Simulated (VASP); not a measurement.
```
SrTe
1.0
    0.00000     3.41059     3.41059
    3.41059     0.00000     3.41059
    3.41059     3.41059     0.00000
Sr Te
1 1
Direct
  0.00000   0.00000   0.00000
  0.50000   0.50000   0.50000
```

All values below come from RPBE GGA, VASP's PBE PAW potentials (set 64) (plane waves; VASP). Settings: 520 eV cut-off, Gaussian smearing of 0.050 eV, potentials Sr_sv Te.

Unless said otherwise, spin-orbit coupling is left out, though it shifts the bands of the heavy elements here.

Question: What does the run give for the band gap (along the path) with the smallest direct gap where there is one?

Answer: 
```yaml
band gap (along the path): 1.97 eV
smallest direct gap (along the path): 2.66 eV
```

The compound is SrTe in the rock salt structure. It was relaxed first, which changed the volume by +7 %.
